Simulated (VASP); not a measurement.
# BN (Qingsongite): the band gap, functional by functional

How does the band gap of BN (Qingsongite) depend on the functional? The starting structure is a measured crystal structure from the Crystallography Open Database. Cell and atoms stay as given. Meshes and data sets differ where the inputs say so.

Program: VASP 6.6.1. Level of theory: Kohn-Sham DFT with plane waves and PAW; LDA, PBE, r2SCAN, TB-mBJ, HSE06, PBE0 and r2SCAN-EpsX. Results are calculated unless marked as measured.

### 1. The starting structure

It takes space group F-43m (No. 216, cubic). The conventional cell has a = 3.615 Å, b = 3.615 Å, c = 3.615 Å, α = 90.00°, β = 90.00°, γ = 90.00°. Nearest to N lie 4 B at 1.57 Å. Nearest to B lie 4 N at 1.57 Å. Farther neighbours and most contacts between anions are not listed.

### 2. Bands with LDA

LDA, the lowest rung, knows the local density alone.

Input file INCAR:

```
SYSTEM = BN
PREC = Accurate
ENCUT = 460
EDIFF = 1E-06
NELM = 100
ISMEAR = 0
SIGMA = 0.03
LREAL = .FALSE.
ALGO = Normal
GGA = CA
NBANDS = 16
LORBIT = 11
LWAVE = .FALSE.
LCHARG = .FALSE.
KPAR = 4
LASPH = .TRUE.
```

Input file POSCAR:

```
BN
1.0
    0.0000000000      1.8075000000      1.8075000000
    1.8075000000      0.0000000000      1.8075000000
    1.8075000000      1.8075000000      0.0000000000
N B
1 1
Direct
    0.7500000000      0.7500000000      0.7500000000
    0.0000000000      0.0000000000      0.0000000000
```

Input file KPOINTS:

```
Automatic mesh
0
Gamma
10 10 10
0 0 0
```

Input file KPOINTS_OPT:

```
Line mode
10
Line-mode
Reciprocal
  0.00000000   0.00000000   0.00000000 GAMMA
  0.50000000   0.00000000   0.50000000 X

  0.50000000   0.00000000   0.50000000 X
  0.50000000   0.25000000   0.75000000 W

  0.50000000   0.25000000   0.75000000 W
  0.37500000   0.37500000   0.75000000 K

  0.37500000   0.37500000   0.75000000 K
  0.00000000   0.00000000   0.00000000 GAMMA

  0.00000000   0.00000000   0.00000000 GAMMA
  0.50000000   0.50000000   0.50000000 L

  0.50000000   0.50000000   0.50000000 L
  0.62500000   0.25000000   0.62500000 U

  0.62500000   0.25000000   0.62500000 U
  0.50000000   0.25000000   0.75000000 W

  0.50000000   0.25000000   0.75000000 W
  0.50000000   0.50000000   0.50000000 L

  0.50000000   0.50000000   0.50000000 L
  0.37500000   0.37500000   0.75000000 K

  0.62500000   0.25000000   0.62500000 U
  0.50000000   0.00000000   0.50000000 X
```

PAW data sets: N and B (LDA family, release 64).

Launch:

```
mpirun -np 4 vasp_std
```

Log:

```text
[banner, memory and clock lines left out]
running    4 mpi-ranks, on    1 nodes
 distrk:  each k-point on    1 cores,    4 groups
 distr:  one band on    1 cores,    1 groups

 POSCAR found type information on POSCAR N B
 POSCAR found :  2 types and       2 ions
 LDA part: xc-table for (Slater(with rela. corr.)+CA(PZ))
 , standard interpolation
 POSCAR, INCAR and KPOINTS ok, starting setup
 FFT: planning ... GRIDC
 FFT: planning ... GRID_SOFT
 FFT: planning ... GRID
 WAVECAR not read
 entering main loop
       N       E                     dE             d eps       ncg     rms          rms(c)
DAV:   1     0.744691475811E+01    0.74469E+01   -0.44413E+03  1552   0.455E+02
DAV:   2    -0.202011961832E+02   -0.27648E+02   -0.26789E+02  2024   0.119E+02
DAV:   3    -0.205353661696E+02   -0.33417E+00   -0.33409E+00  1608   0.107E+01
DAV:   4    -0.205355409085E+02   -0.17474E-03   -0.17474E-03  2064   0.306E-01
DAV:   5    -0.205355410225E+02   -0.11404E-06   -0.11403E-06  1616   0.685E-03    0.652E+00
DAV:   6    -0.195469680649E+02    0.98857E+00   -0.28575E+00  1704   0.697E+00    0.311E+00
DAV:   7    -0.194386817284E+02    0.10829E+00   -0.67959E-02  1912   0.167E+00    0.180E+00
DAV:   8    -0.194071474558E+02    0.31534E-01   -0.32844E-02  1768   0.985E-01    0.173E-01
DAV:   9    -0.194069877835E+02    0.15967E-03   -0.10390E-03  1728   0.202E-01    0.880E-02
DAV:  10    -0.194069670090E+02    0.20775E-04   -0.50586E-05  1920   0.460E-02    0.136E-02
DAV:  11    -0.194069672876E+02   -0.27865E-06   -0.84745E-07  1288   0.510E-03
   1 F= -.19406967E+02 E0= -.19406967E+02  d E =-.452362E-20
 Start KPOINTS_OPT (optional k-point list driver)
k-point batch [1-47\100]
       N       E                     dE             ncg
DAV:   1     0.123404206618E+04   -0.13243E+05     1528
DAV:   2    -0.229434223867E+02   -0.12570E+04     1952
DAV:   3    -0.377807135518E+02   -0.14837E+02     1776
DAV:   4    -0.377870438726E+02   -0.63303E-02     1904
DAV:   5    -0.377870469673E+02   -0.30946E-05     1792
DAV:   6    -0.377870469699E+02   -0.26267E-08     1496
[...]
k-point batch [95-100\100]
       N       E                     dE             ncg
DAV:   1     0.177231882485E+05   -0.22417E+04      200
DAV:   2     0.175746441539E+05   -0.14854E+03      264
DAV:   3     0.175730315168E+05   -0.16126E+01      232
DAV:   4     0.175730307404E+05   -0.77633E-03      248
DAV:   5     0.175730307399E+05   -0.49674E-06      232
```

Elapsed: 3.4 s, on 4 MPI ranks of AMD EPYC 9R14 (Zen 4), shared host; peak memory 0.36 GiB.

The logs omit lines about the potential files and the build; timing stands in the text.

From OUTCAR (step 2):

```text
ion  position               nearest neighbor table
   1  0.750  0.750  0.750-   2 1.57   2 1.57   2 1.57   2 1.57
   2  0.000  0.000  0.000-   1 1.57   1 1.57   1 1.57   1 1.57

  LATTYP: Found a face centered cubic cell.
 ALAT       =     3.6150000000

 Subroutine GETGRP returns: Found 24 space group operations
 (whereof 24 operations were pure point group operations)

The static configuration has the point symmetry T_d .

 Found     47 irreducible k-points:

   k-points           NKPTS =     47   k-points in BZ     NKDIM =     47   number of bands    NBANDS=     16

   dimension x,y,z NGX =    18 NGY =   18 NGZ =   18
   dimension x,y,z NGXF=    36 NGYF=   36 NGZF=   36

   ENCUT  =  460.0 eV  33.81 Ry    5.81 a.u.   4.47  4.47  4.47*2*pi/ulx,y,z

   NELECT =       8.0000    total number of electrons

 k-points in reciprocal lattice and weights: Automatic mesh
   0.00000000  0.00000000  0.00000000       0.001
   0.10000000  0.00000000  0.00000000       0.008
   0.20000000  0.00000000  0.00000000       0.008
   0.30000000  0.00000000  0.00000000       0.008
   0.40000000  0.00000000  0.00000000       0.008
   0.50000000  0.00000000  0.00000000       0.004
   0.10000000  0.10000000  0.00000000       0.006
   0.20000000  0.10000000  0.00000000       0.024
   0.30000000  0.10000000  0.00000000       0.024
[...]
-0.30000000  0.40000000  0.20000000       0.024
  -0.30000000  0.50000000  0.20000000       0.012

 average (electrostatic) potential at core
       1 -60.1135       2 -29.5715

 E-fermi :   7.5731

 k-point     1 :       0.0000    0.0000    0.0000
  band No.  band energies     occupation
      1     -12.6798      2.00000
      2       7.3907      2.00000
      3       7.3907      2.00000
      4       7.3907      2.00000
      5      16.0732      0.00000
      6      16.0732      0.00000
      7      16.0732      0.00000
      8      17.8282      0.00000
      9      31.8805      0.00000
    ...

 k-point     2 :       0.1000    0.0000    0.0000
  band No.  band energies     occupation
      1     -12.4364      2.00000
      2       6.1283      2.00000
      3       7.1328      2.00000
      4       7.1328      2.00000
      5      16.3779      0.00000
      6      16.4573      0.00000
      7      16.4573      0.00000
      8      18.5775      0.00000
      9      31.5231      0.00000
    ...

 k-point     3 :       0.2000    0.0000    0.0000
  band No.  band energies     occupation
      1     -11.7176      2.00000
      2       3.4248      2.00000
      3       6.5586      2.00000
      4       6.5586      2.00000
      5      16.8131      0.00000
      6      17.2510      0.00000
      7      17.2510      0.00000
      8      20.1493      0.00000
      9      30.7716      0.00000
    ...

  Total       -0.8084274     -0.8084274     -0.8084274      0.0000000      0.0000000      0.0000000
  in kB     -109.6697133   -109.6697133   -109.6697133      0.0000000      0.0000000      0.0000000
  external PRESSURE =    -109.6697133 kB  Pullay stress =       0.0000000 kB

  energy-cutoff  :      460.00
  volume of cell :       11.81
      direct lattice vectors                 reciprocal lattice vectors
     0.000000000  1.807500000  1.807500000    -0.276625173  0.276625173  0.276625173
     1.807500000  0.000000000  1.807500000     0.276625173 -0.276625173  0.276625173
     1.807500000  1.807500000  0.000000000     0.276625173  0.276625173 -0.276625173

 POSITION                                       TOTAL-FORCE (eV/Angst)
 -----------------------------------------------------------------------------------
      2.71125      2.71125      2.71125         0.000000      0.000000      0.000000
      0.00000      0.00000      0.00000        -0.000000     -0.000000     -0.000000
 -----------------------------------------------------------------------------------
    total drift:                                0.000001      0.000001      0.000000

  FREE ENERGIE OF THE ION-ELECTRON SYSTEM (eV)
  ---------------------------------------------------
  free  energy   TOTEN  =       -19.4069672876 eV

  energy  without entropy=      -19.4069672876  energy(sigma->0) =      -19.40696729

 total charge
# of ion       s       p       d       tot
------------------------------------------
    1        1.204   2.733   0.000   3.937
    2        0.673   1.372   0.000   2.045
--------------------------------------------------
tot          1.876   4.105   0.000   5.982

[... 3 further parts left out ...]
```

At this level the cell is under a tension of 11.0 GPa, so at these settings it is away from equilibrium.

LDA gives a least gap of 4.342 eV, and a least direct gap of 8.682 eV.

### 3. Bands with PBE

PBE, the usual starting point, adds the gradient of the density.

INCAR: that of step 2 with these lines changed.

```diff
@@ -9,3 +9,3 @@
 ALGO = Normal
-GGA = CA
+GGA = PE
 NBANDS = 16
```

POSCAR is that of step 2.

KPOINTS is that of step 2.

KPOINTS_OPT is that of step 2.

The projector-augmented-wave data sets are N and B (PBE family, release 64).

Launch:

```
mpirun -np 4 vasp_std
```

Log:

```text
[banner, memory and clock lines left out]
running    4 mpi-ranks, on    1 nodes
[...]
LDA part: xc-table for (Slater+PW92), standard interpolation
 POSCAR, INCAR and KPOINTS ok, starting setup
[...]
entering main loop
       N       E                     dE             d eps       ncg     rms          rms(c)
DAV:   1     0.995940903040E+01    0.99594E+01   -0.44643E+03  1552   0.459E+02
DAV:   2    -0.180449619223E+02   -0.28004E+02   -0.27148E+02  2032   0.124E+02
DAV:   3    -0.184171838026E+02   -0.37222E+00   -0.37213E+00  1584   0.120E+01
DAV:   4    -0.184174004656E+02   -0.21666E-03   -0.21666E-03  2080   0.338E-01
[...]
DAV:  10    -0.174526170656E+02   -0.91987E-04   -0.12788E-04  1832   0.654E-02    0.151E-02
DAV:  11    -0.174526213793E+02   -0.43137E-05   -0.61205E-06  1920   0.152E-02    0.993E-03
DAV:  12    -0.174526215600E+02   -0.18074E-06   -0.85050E-07  1096   0.458E-03
   1 F= -.17452622E+02 E0= -.17452622E+02  d E =-.517123E-12
 Start KPOINTS_OPT (optional k-point list driver)
k-point batch [1-47\100]
       N       E                     dE             ncg
DAV:   1     0.123929975893E+04   -0.13238E+05     1520
DAV:   2    -0.349343376678E+02   -0.12742E+04     1952
DAV:   3    -0.511288430772E+02   -0.16195E+02     1800
DAV:   4    -0.511370699523E+02   -0.82269E-02     1928
DAV:   5    -0.511370740286E+02   -0.40762E-05     1760
DAV:   6    -0.511370740326E+02   -0.40610E-08     1544
[...]
k-point batch [95-100\100]
       N       E                     dE             ncg
DAV:   1     0.177229641725E+05   -0.22419E+04      200
DAV:   2     0.175728339932E+05   -0.15013E+03      264
DAV:   3     0.175710658667E+05   -0.17681E+01      232
DAV:   4     0.175710648761E+05   -0.99058E-03      248
DAV:   5     0.175710648755E+05   -0.62024E-06      240
```

Run time: 3.8 s. Hardware: 4 MPI ranks; peak memory 0.38 GiB.

From OUTCAR (step 3):

```text
  Total        0.1843051      0.1843051      0.1843051     -0.0000000      0.0000000      0.0000000
  in kB       25.0024787     25.0024787     25.0024787     -0.0000000      0.0000000      0.0000000
  external PRESSURE =      25.0024787 kB  Pullay stress =       0.0000000 kB

 POSITION                                       TOTAL-FORCE (eV/Angst)
 -----------------------------------------------------------------------------------
      2.71125      2.71125      2.71125        -0.000000     -0.000000     -0.000000
      0.00000      0.00000      0.00000         0.000000      0.000000      0.000000
 -----------------------------------------------------------------------------------
    total drift:                               -0.000001     -0.000001     -0.000001

  FREE ENERGIE OF THE ION-ELECTRON SYSTEM (eV)
  ---------------------------------------------------
  free  energy   TOTEN  =       -17.4526215600 eV

  energy  without entropy=      -17.4526215600  energy(sigma->0) =      -17.45262156

[... 2 parts as in an earlier step ...]

[... 1 further part left out ...]
[key lines of the parts left out:]
E-fermi :   7.5355
```

PBE gives a least gap of 4.456 eV, and a least direct gap of 8.817 eV. The least gap is +0.115 eV from that of LDA.

### 4. Bands with r2SCAN

r2SCAN adds the kinetic-energy density, costs more than a GGA and is run with LASPH.

INCAR: that of step 3 with these lines changed.

```diff
@@ -9,3 +9,4 @@
 ALGO = Normal
-GGA = PE
+METAGGA = R2SCAN
+LASPH = .TRUE.
 NBANDS = 16
@@ -15,2 +16 @@
 KPAR = 4
-LASPH = .TRUE.
```

POSCAR is that of step 3.

KPOINTS is that of step 3.

KPOINTS_OPT is that of step 3.

Launch:

```
mpirun -np 4 vasp_std
```

Log:

```text
[banner, memory and clock lines left out]
running    4 mpi-ranks, on    1 nodes
[...]
|                                                                             |
|               ----> ADVICE to this user running VASP <----                  |
|                                                                             |
|     You enforced a specific xc type in the INCAR file but a different       |
|     [... a line on the potential file left out ...]
|     I HOPE YOU KNOW WHAT YOU ARE DOING!                                     |
|                                                                             |

 LDA part: xc-table for (None), standard interpolation
 POSCAR, INCAR and KPOINTS ok, starting setup
[...]
entering main loop
       N       E                     dE             d eps       ncg     rms          rms(c)
DAV:   1     0.677892639382E+01    0.67789E+01   -0.45934E+03  1552   0.472E+02
DAV:   2    -0.220258516398E+02   -0.28805E+02   -0.27929E+02  2048   0.127E+02
DAV:   3    -0.224095535117E+02   -0.38370E+00   -0.38361E+00  1568   0.123E+01
DAV:   4    -0.224097920045E+02   -0.23849E-03   -0.23849E-03  2120   0.360E-01
[...]
DAV:  10    -0.191699028373E+02    0.46213E-04   -0.56803E-04  1760   0.119E-01    0.311E-02
DAV:  11    -0.191699052032E+02   -0.23659E-05   -0.29531E-05  1960   0.323E-02    0.828E-03
DAV:  12    -0.191699058664E+02   -0.66318E-06   -0.12467E-06  1208   0.626E-03
   1 F= -.19169906E+02 E0= -.19169906E+02  d E =-.143339E-43
 Start KPOINTS_OPT (optional k-point list driver)
k-point batch [1-47\100]
       N       E                     dE             ncg
DAV:   1     0.109390208308E+04   -0.13383E+05     1520
DAV:   2    -0.237937511757E+03   -0.13318E+04     1952
DAV:   3    -0.254684679891E+03   -0.16747E+02     1784
DAV:   4    -0.254692681255E+03   -0.80014E-02     1936
DAV:   5    -0.254692684980E+03   -0.37245E-05     1752
DAV:   6    -0.254692684982E+03   -0.23079E-08     1552
[...]
k-point batch [95-100\100]
       N       E                     dE             ncg
DAV:   1     0.177017323362E+05   -0.22631E+04      200
DAV:   2     0.175445496949E+05   -0.15718E+03      264
DAV:   3     0.175427068436E+05   -0.18429E+01      232
DAV:   4     0.175427058695E+05   -0.97418E-03      248
DAV:   5     0.175427058689E+05   -0.57275E-06      240
```

Wall time 13 s (4 MPI ranks); peak memory 0.39 GiB; 49 s of CPU time.

From OUTCAR (step 4):

```text
  Total       -0.1402346     -0.1402346     -0.1402346      0.0000000     -0.0000000      0.0000000
  in kB      -19.0239573    -19.0239573    -19.0239573      0.0000000     -0.0000000      0.0000000
  external PRESSURE =     -19.0239573 kB  Pullay stress =       0.0000000 kB

 POSITION                                       TOTAL-FORCE (eV/Angst)
 -----------------------------------------------------------------------------------
      2.71125      2.71125      2.71125        -0.000000      0.000000     -0.000000
      0.00000      0.00000      0.00000         0.000000     -0.000000      0.000000
 -----------------------------------------------------------------------------------
    total drift:                               -0.000001     -0.000001     -0.000001

  FREE ENERGIE OF THE ION-ELECTRON SYSTEM (eV)
  ---------------------------------------------------
  free  energy   TOTEN  =       -19.1699058664 eV

  energy  without entropy=      -19.1699058664  energy(sigma->0) =      -19.16990587

[... 2 parts as in an earlier step ...]

[... 1 further part left out ...]
[key lines of the parts left out:]
E-fermi :   7.5350
```

r2SCAN gives a least gap of 4.971 eV, and a least direct gap of 9.522 eV. The least gap is +0.629 eV from that of LDA.

### 5. Bands with TB-mBJ

TB-mBJ is a local potential fitted to gaps: it costs far less than a hybrid but gives no energy. Its energies, forces and stress mean nothing.

INCAR: that of step 4 with these lines changed.

```diff
@@ -4,3 +4,3 @@
 EDIFF = 1E-06
-NELM = 100
+NELM = 150
 ISMEAR = 0
@@ -9,3 +9,3 @@
 ALGO = Normal
-METAGGA = R2SCAN
+METAGGA = MBJ
 LASPH = .TRUE.
```

POSCAR is that of step 4.

KPOINTS is that of step 4.

KPOINTS_OPT is that of step 4.

Launch:

```
mpirun -np 4 vasp_std
```

Log:

```text
[banner, memory and clock lines left out]
running    4 mpi-ranks, on    1 nodes
[...]
[... a notice as in an earlier step ...]

 LDA part: xc-table for (None), standard interpolation
 POSCAR, INCAR and KPOINTS ok, starting setup
[...]
entering main loop
       N       E                     dE             d eps       ncg     rms          rms(c)
DAV:   1     0.254894564114E+02    0.25489E+02   -0.45520E+03  1552   0.468E+02
DAV:   2    -0.265820977694E+01   -0.28148E+02   -0.27290E+02  2040   0.124E+02
DAV:   3    -0.303672134889E+01   -0.37851E+00   -0.37842E+00  1600   0.121E+01
DAV:   4    -0.303694330179E+01   -0.22195E-03   -0.22195E-03  2080   0.340E-01
[...]
DAV:  44    -0.452105221720E+00    0.11200E-05   -0.67266E-12   752   0.112E-05    0.791E-06
DAV:  45    -0.452107024115E+00   -0.18024E-05   -0.58016E-12   752   0.102E-05    0.103E-06
DAV:  46    -0.452106779082E+00    0.24503E-06   -0.28801E-12   752   0.766E-06
   1 F= -.45210678E+00 E0= -.45210678E+00  d E =-.245812E-24
 Start KPOINTS_OPT (optional k-point list driver)
k-point batch [1-47\100]
       N       E                     dE             ncg
DAV:   1     0.122544387488E+04   -0.13252E+05     1520
DAV:   2    -0.979470132461E+02   -0.13234E+04     1944
DAV:   3    -0.114105891987E+03   -0.16159E+02     1752
DAV:   4    -0.114115463212E+03   -0.95712E-02     1960
DAV:   5    -0.114115469503E+03   -0.62906E-05     1768
DAV:   6    -0.114115469506E+03   -0.37430E-08     1544
[...]
k-point batch [95-100\100]
       N       E                     dE             ncg
DAV:   1     0.177240434654E+05   -0.22408E+04      192
DAV:   2     0.175651810913E+05   -0.15886E+03      272
DAV:   3     0.175631239787E+05   -0.20571E+01      232
DAV:   4     0.175631225094E+05   -0.14692E-02      240
DAV:   5     0.175631225082E+05   -0.12098E-05      240
DAV:   6     0.175631225082E+05   -0.12587E-08      192
```

Wall time 12 s (4 MPI ranks); peak memory 0.43 GiB.

Parts of OUTCAR (step 5):

```text
  Total       -5.9114775     -5.9114775     -5.9114775     -0.0000000     -0.0000000     -0.0000000
  in kB     -801.9396924   -801.9396924   -801.9396924     -0.0000000     -0.0000000     -0.0000000
  external PRESSURE =    -801.9396924 kB  Pullay stress =       0.0000000 kB

 POSITION                                       TOTAL-FORCE (eV/Angst)
 -----------------------------------------------------------------------------------
      2.71125      2.71125      2.71125        -0.000000     -0.000000     -0.000000
      0.00000      0.00000      0.00000         0.000000      0.000000      0.000000
 -----------------------------------------------------------------------------------
    total drift:                               -0.000000     -0.000000      0.000000

  FREE ENERGIE OF THE ION-ELECTRON SYSTEM (eV)
  ---------------------------------------------------
  free  energy   TOTEN  =        -0.4521067791 eV

  energy  without entropy=       -0.4521067791  energy(sigma->0) =       -0.45210678

[... 2 parts as in an earlier step ...]

[... 1 further part left out ...]
[key lines of the parts left out:]
E-fermi :   7.4778
```

TB-mBJ gives a least gap of 5.786 eV, and a least direct gap of 10.290 eV. The least gap is +1.444 eV from that of LDA.

(Part 1 of 2 ends here.)

[Lines on the potential files, build, host, timing and source positions are cut from VASP's logs without a mark.]

[Logs are printed without paths, hosts, clocks, repeated set-up lines and the standing remarks that a program may print on its own settings, such as how far it seeks lower states.]

[Hosts, paths, dates, database ids (printed as entryN), source tags and the programs' standing remarks are cut or masked in the printed files.]
